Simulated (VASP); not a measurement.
## NaAu₃ (space group I4/mmm): computed properties

Computed with PBEsol GGA, VASP's PBE PAW potentials (set 64) (plane waves; VASP).

For NaAu3, the space group is I4/mmm (139), the cell comes out as a = b = 4.0160 Å, c = 8.5752 Å, α = β = γ = 90.00° and the volume per atom is 17.29 Å³/atom. The band gap (over mesh and band path) comes out as none (metal, semimetal or under 0.01 eV) and the density is 14.74 g/cm³.

Space group I4/mmm (No. 139); a = b = 4.0160 Å, c = 8.5752 Å, α = β = γ = 90.00°

```json
[
 {"atom": "Na", "site": "2a", "symmetry": "4/mmm", "x": "0.0000", "y": "0.0000", "z": "0.0000"},
 {"atom": "Au", "site": "4d", "symmetry": "-4m2", "x": "0.0000", "y": "0.5000", "z": "0.2500"},
 {"atom": "Au", "site": "2b", "symmetry": "4/mmm", "x": "0.0000", "y": "0.0000", "z": "0.5000"}
]
```
(The calculation used a cell of 4 atoms; values per cell refer to that cell.)

Unless said otherwise, spin-orbit coupling is left out, though it shifts the bands of the heavy elements here.

The structure comes from a computed database's NaAu3 entry (I4/mmm); how it stands against other phases isn't given here. It was relaxed first, which changed the volume by -7 %. Symmetry was kept, so distortions that lower it aren't found.
